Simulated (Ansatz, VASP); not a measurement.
# Co (Cobalt): VASP beside Ansatz, part 2 of 2

Aim: how closely do two programs agree when they are given the same cell, functional and k mesh? The cell is taken from a series of runs on this material, whose earlier steps may have relaxed, scaled, displaced or heated it; both programs get it as it stands.

VASP 6.6.1 and Ansatz 0.2.0.

So far: Starting point; Ansatz: relaxation of cell and atoms, PBE.

## Step 3: VASP: relaxation of cell and atoms, PBE

Level of this step: PBE, spin-polarised from a ferromagnetic start; plane waves and PAW (Co) (VASP).

The same cell, functional, mesh and smearing now go to VASP, with its own data sets.

Lines of VASP's logs that name or quote its potential files are left out, and so is its time.

INCAR reads:

```
SYSTEM = Co
PREC = Accurate
ENCUT = 600
EDIFF = 1E-07
NELM = 200
ISMEAR = 0
SIGMA = 0.15
LREAL = .FALSE.
ALGO = Normal
GGA = PE
NBANDS = 18
ISPIN = 2
MAGMOM = 1.69 1.69
LASPH = .TRUE.
LMAXMIX = 4
LORBIT = 11
LWAVE = .FALSE.
LCHARG = .FALSE.
ISIF = 3
IBRION = 2
NSW = 80
EDIFFG = -0.005
GGA_COMPAT = .FALSE.
NELMIN = 4
KPAR = 2
```

POSCAR reads:

```
Co
1.0
    2.4943100000      0.0000000000      0.0000000000
   -1.2471550000      2.1601360000      0.0000000000
    0.0000000000      0.0000000000      4.0319040000
Co
2
Direct
    0.3333334105      0.6666668210      0.2500000000
    0.6666665895      0.3333331790      0.7500000000
```

KPOINTS reads:

```
Automatic mesh
0
Gamma
24 24 12
0 0 0
```

Potentials, in the order of the species: Co (PBE family, release 64).

Command:

```
$ mpirun -np 2 vasp_std
```

Numbers of over 12 decimals in the logs are rounded to 6 here.

The log of the run:

```text
[banner, memory and clock lines left out]
running    2 mpi-ranks, on    1 nodes
 distrk:  each k-point on    1 cores,    2 groups
 distr:  one band on    1 cores,    1 groups

 POSCAR found type information on POSCAR Co
 POSCAR found :  1 types and       2 ions
 LDA part: xc-table for (Slater+PW92), standard interpolation
 POSCAR, INCAR and KPOINTS ok, starting setup
 FFT: planning ... GRIDC
 FFT: planning ... GRID_SOFT
 FFT: planning ... GRID
 WAVECAR not read
 entering main loop
       N       E                     dE             d eps       ncg     rms          rms(c)
DAV:   1     0.874607337439E+02    0.87461E+02   -0.89036E+03 31904   0.147E+03
DAV:   2    -0.124918773363E+02   -0.99953E+02   -0.90806E+02 30854   0.239E+02
DAV:   3    -0.161541791488E+02   -0.36623E+01   -0.35298E+01 33874   0.588E+01
DAV:   4    -0.162091286696E+02   -0.54950E-01   -0.54913E-01 38694   0.608E+00
DAV:   5    -0.162104622041E+02   -0.13335E-02   -0.13335E-02 35278   0.877E-01    0.148E+01
DAV:   6    -0.145194092214E+02    0.16911E+01   -0.92583E+00 32736   0.632E+01    0.724E+00
DAV:   7    -0.141114760397E+02    0.40793E+00   -0.14394E+00 35552   0.233E+01    0.379E+00
DAV:   8    -0.140954748067E+02    0.16001E-01   -0.18621E-02 39976   0.145E+00    0.185E+00
DAV:   9    -0.140800729445E+02    0.15402E-01   -0.39097E-03 47714   0.111E+00    0.590E-01
DAV:  10    -0.140804205523E+02   -0.34761E-03   -0.63861E-04 42332   0.350E-01    0.265E-01
DAV:  11    -0.140803849488E+02    0.35604E-04   -0.19171E-04 43438   0.221E-01    0.272E-02
DAV:  12    -0.140803826770E+02    0.22718E-05   -0.13635E-05 32346   0.322E-02    0.153E-02
DAV:  13    -0.140803819690E+02    0.70802E-06   -0.21646E-06 45066   0.184E-02    0.919E-03
DAV:  14    -0.140803821076E+02   -0.13862E-06   -0.44002E-07 32872   0.640E-03    0.341E-03
DAV:  15    -0.140803817719E+02    0.33573E-06   -0.35274E-08 16626   0.349E-03    0.135E-03
DAV:  16    -0.140803817996E+02   -0.27692E-07   -0.11260E-08 16200   0.164E-03
   1 F= -.14080382E+02 E0= -.14070474E+02  d E =-.140804E+02  mag=     3.2166
 curvature:   0.00 expect dE= 0.000E+00 dE for cont linesearch  0.000E+00
 trial: gam= 0.00000 g(F)=  0.159E-44 g(S)=  0.764E-03 ort = 0.000E+00 (trialstep = 0.100E+01)
 search vector abs. value=  0.764E-03
 bond charge predicted
       N       E                     dE             d eps       ncg     rms          rms(c)
DAV:   1    -0.140926400310E+02   -0.12258E-01   -0.10667E-01 32520   0.583E+00    0.891E-01
DAV:   2    -0.140829775523E+02    0.96625E-02   -0.38505E-02 32838   0.415E+00    0.581E-01
DAV:   3    -0.140806870304E+02    0.22905E-02   -0.48200E-03 32712   0.141E+00    0.241E-01
DAV:   4    -0.140805213965E+02    0.16563E-03   -0.81334E-05 37708   0.107E-01    0.857E-02
DAV:   5    -0.140803734445E+02    0.14795E-03   -0.30964E-05 46964   0.713E-02    0.158E-02
DAV:   6    -0.140803732922E+02    0.15233E-06   -0.36949E-06 37450   0.186E-02    0.649E-03
DAV:   7    -0.140803730034E+02    0.28879E-06   -0.34043E-07 33406   0.734E-03    0.258E-03
DAV:   8    -0.140803725879E+02    0.41558E-06   -0.16614E-08 16132   0.138E-03    0.315E-04
DAV:   9    -0.140803726176E+02   -0.29784E-07   -0.18268E-09 15860   0.438E-04
   2 F= -.14080373E+02 E0= -.14070475E+02  d E =0.918193E-05  mag=     3.2060
 trial-energy change:    0.000009  1 .order    0.000026   -0.000764    0.000816
 step:   0.4996(harm=  0.4834)  dis= 0.00000  next Energy=   -14.080575 (dE=-0.193E-03)
 bond charge predicted
       N       E                     dE             d eps       ncg     rms          rms(c)
DAV:   1    -0.140836622383E+02   -0.32897E-02   -0.26843E-02 32486   0.294E+00    0.445E-01
DAV:   2    -0.140812397549E+02    0.24225E-02   -0.97872E-03 32820   0.207E+00    0.291E-01
DAV:   3    -0.140806572023E+02    0.58255E-03   -0.12080E-03 32706   0.710E-01    0.121E-01
DAV:   4    -0.140806142203E+02    0.42982E-04   -0.20976E-05 37274   0.536E-02    0.434E-02
DAV:   5    -0.140805739572E+02    0.40263E-04   -0.82705E-06 46836   0.365E-02    0.750E-03
DAV:   6    -0.140805748132E+02   -0.85600E-06   -0.81836E-07 36632   0.861E-03    0.292E-03
DAV:   7    -0.140805749824E+02   -0.16927E-06   -0.84922E-08 17982   0.382E-03    0.136E-03
DAV:   8    -0.140805752035E+02   -0.22108E-06   -0.80281E-09 15774   0.913E-04    0.175E-04
DAV:   9    -0.140805751978E+02    0.57653E-08   -0.10782E-09 15668   0.364E-04
   3 F= -.14080575E+02 E0= -.14070672E+02  d E =-.193398E-03  mag=     3.2114
 curvature:  -0.24 expect dE=-0.241E-06 dE for cont linesearch -0.174E-06
 trial: gam= 0.00000 g(F)=  0.252E-45 g(S)=  0.998E-06 ort =-0.235E-04 (trialstep = 0.900E+00)
 search vector abs. value=  0.998E-06
 reached required accuracy - stopping structural energy minimisation
```

OUTCAR, selected parts (step 3):

```text
ion  position               nearest neighbor table
   1  0.333  0.667  0.250-   2 2.48   2 2.48   2 2.48   2 2.48   2 2.48   2 2.48
   2  0.667  0.333  0.750-   1 2.48   1 2.48   1 2.48   1 2.48   1 2.48   1 2.48

  LATTYP: Found a hexagonal cell.
 ALAT       =     2.4943100000
 C/A-ratio  =     1.6164406188

 Subroutine GETGRP returns: Found 24 space group operations
 (whereof 12 operations were pure point group operations)

The static configuration has the point symmetry D_3d.
 The point group associated with its full space group is D_6h.

 Found    427 irreducible k-points:

   k-points           NKPTS =    427   k-points in BZ     NKDIM =    427   number of bands    NBANDS=     18

   dimension x,y,z NGX =    20 NGY =   20 NGZ =   32
   dimension x,y,z NGXF=    40 NGYF=   40 NGZF=   64

   ENCUT  =  600.0 eV  44.10 Ry    6.64 a.u.   4.98  4.98  8.05*2*pi/ulx,y,z

   NELECT =      18.0000    total number of electrons

 k-points in reciprocal lattice and weights: Automatic mesh
   0.00000000  0.00000000  0.00000000       0.000
   0.04166667  0.00000000  0.00000000       0.001
   0.08333333  0.00000000  0.00000000       0.001
   0.12500000  0.00000000  0.00000000       0.001
   0.16666667  0.00000000  0.00000000       0.001
   0.20833333  0.00000000  0.00000000       0.001
   0.25000000  0.00000000  0.00000000       0.001
   0.29166667  0.00000000  0.00000000       0.001
   0.33333333  0.00000000  0.00000000       0.001
[...]
0.33333333  0.29166667  0.50000000       0.002
   0.33333333  0.33333333  0.50000000       0.000

 average (electrostatic) potential at core
       1 -78.2590       2 -78.2590

 E-fermi :  10.2841

 spin component 1
 k-point     1 :       0.0000    0.0000    0.0000
  band No.  band energies     occupation
    ...
      8       8.3555      1.00000
      9       8.3555      1.00000
     10       9.4606      1.00000
     11       9.4606      1.00000
     12      10.2245      0.71293
     13      16.6762      0.00000
     14      32.2846      0.00000
     15      34.8668      0.00000
     16      34.8668      0.00000
     17      35.3997      0.00000
    ...

 k-point     2 :       0.0417    0.0000    0.0000
  band No.  band energies     occupation
    ...
      7       8.0381      1.00000
      8       8.3265      1.00000
      9       8.3371      1.00000
     10       9.1350      1.00000
     11       9.4687      1.00000
     12      10.6204      0.00076
     13      16.6865      0.00000
     14      31.8567      0.00000
     15      33.6291      0.00000
     16      33.9972      0.00000
    ...

 k-point     3 :       0.0833    0.0000    0.0000
  band No.  band energies     occupation
    ...
      7       8.1130      1.00000
      8       8.2054      1.00000
      9       8.2847      1.00000
     10       8.6991      1.00000
     11       9.4907      1.00000
     12      11.3018      0.00000
     13      16.7188      0.00000
     14      30.4292      0.00000
     15      32.7429      0.00000
     16      32.7705      0.00000
    ...

 k-point     4 :       0.1250    0.0000    0.0000
  band No.  band energies     occupation
    ...
      7       8.0351      1.00000
      8       8.2059      1.00000
      9       8.2337      1.00000
     10       8.4483      1.00000
     11       9.5213      1.00000
     12      12.0677      0.00000
     13      16.7773      0.00000
     14      28.5494      0.00000
     15      31.5125      0.00000
     16      32.2753      0.00000
    ...

 k-point     5 :       0.1667    0.0000    0.0000
  band No.  band energies     occupation
    ...
      7       8.1330      1.00000
      8       8.1832      1.00000
      9       8.3212      1.00000
     10       8.3940      1.00000
     11       9.5549      1.00000
     12      12.8924      0.00000
     13      16.8678      0.00000
     14      26.6105      0.00000
     15      30.3465      0.00000
     16      31.8274      0.00000
    ...

 k-point     6 :       0.2083    0.0000    0.0000
  band No.  band energies     occupation
    ...
      7       8.2186      1.00000
      8       8.3528      1.00000
      9       8.3729      1.00000
     10       8.5856      1.00000
     11       9.5872      1.00000
     12      13.7680      0.00000
     13      16.9954      0.00000
     14      24.7100      0.00000
     15      29.2606      0.00000
     16      31.3163      0.00000
    ...

  Total        0.0045345      0.0045345      0.0005160      0.0000000      0.0000000     -0.0000000
  in kB        0.3356693      0.3356693      0.0381994      0.0000000      0.0000000     -0.0000000
  external PRESSURE =       0.2365127 kB  Pullay stress =       0.0000000 kB

  energy-cutoff  :      600.00
  volume of cell :       21.64
      direct lattice vectors                 reciprocal lattice vectors
     2.491266018  0.000000000  0.000000000     0.401402336  0.231749728  0.000000000
    -1.245633009  2.157499834 -0.000000000     0.000000000  0.463499456  0.000000000
     0.000000000 -0.000000000  4.026769782     0.000000000  0.000000000  0.248338011

 POSITION                                       TOTAL-FORCE (eV/Angst)
 -----------------------------------------------------------------------------------
      0.00000      1.43833      1.00669         0.000000      0.000000      0.000000
      1.24563      0.71917      3.02008        -0.000000     -0.000000      0.000000
 -----------------------------------------------------------------------------------
    total drift:                                0.000005      0.000004     -0.000003

  FREE ENERGIE OF THE ION-ELECTRON SYSTEM (eV)
  ---------------------------------------------------
  free  energy   TOTEN  =       -14.0805751978 eV

  energy  without entropy=      -14.0607695470  energy(sigma->0) =      -14.07067237

 reached required accuracy - stopping structural energy minimisation

 total charge
# of ion       s       p       d       tot
------------------------------------------
    1        0.490   0.523   7.265   8.278
    2        0.490   0.523   7.265   8.278
--------------------------------------------------
tot          0.979   1.047  14.530  16.556

 magnetization (x)
# of ion       s       p       d       tot
------------------------------------------
    1       -0.015  -0.055   1.695   1.625
    2       -0.015  -0.055   1.695   1.625
--------------------------------------------------
tot         -0.030  -0.109   3.390   3.251

[... 6 further parts left out ...]
```

CONTCAR:

```
Co
   1.00000000000000
     2.4912660178653723    0.0000000000000000    0.0000000000000000
    -1.2456330089326861    2.1574998335017357   -0.0000000000000000
     0.0000000000000000   -0.0000000000000000    4.0267697824390929
  Co
     2
Direct
     0.3333334105000034    0.6666668209999997    0.2500000000000000
     0.6666665894999966    0.3333331790000003    0.7500000000000000
```

The magnetic state follows from one typed start and may not be the lowest. The run keeps the 24 symmetry operations of its start, so it cannot find a distortion of lower symmetry.

## Step 4: Comparison

Known differences besides the potentials themselves: VASP starts from the moments at which Ansatz ended; the data sets hold 34 valence electrons in Ansatz (on its PAW soft_1 files) and 18 in VASP; the cutoff is 420 eV in Ansatz and 600 eV in VASP; Ansatz adds a Pulay correction to the stress that steers its cell, VASP none; site moments are counted in spheres of each program's own size. Total energies have different zeros and are not compared.

Compared:

```csv
quantity,Ansatz,VASP,difference
volume (Å³),21.73,21.64,+0.38 %
"edge a after relaxation, in the typed setting (Å)",2.494,2.491,+0.11 %
"edge c after relaxation, in the typed setting (Å)",4.033,4.027,+0.16 %
total moment (μB),3.23,3.21,+0.02
moment on Co1 (μB),1.69,1.62,+0.06
moment on Co2 (μB),1.69,1.62,+0.06
```

## Step 5: Results

```
difference in volume (relaxation of cell and atoms, PBE) : 0.38 %
```

The difference in volume is 0.38 % (relaxation of cell and atoms, PBE), within the 1.2 % picked in this series as the mark of a large difference, as far as the stopping tolerances let one tell. The data sets hold unlike numbers of valence electrons (34 in Ansatz and 18 in VASP), so part of the differences comes from the potentials. Such differences can come from data sets, numerical settings and the points named under the comparisons, not from the functional's error against experiment.

[Lines on the potential files, build, host, timing and source positions are cut from VASP's logs without a mark.]

[Logs are printed without paths, hosts, clocks, repeated set-up lines and the standing remarks that a program may print on its own settings, such as how far it seeks lower states.]

[Hosts, paths, dates, database ids (printed as entryN), source tags and the programs' standing remarks are cut or masked in the printed files.]
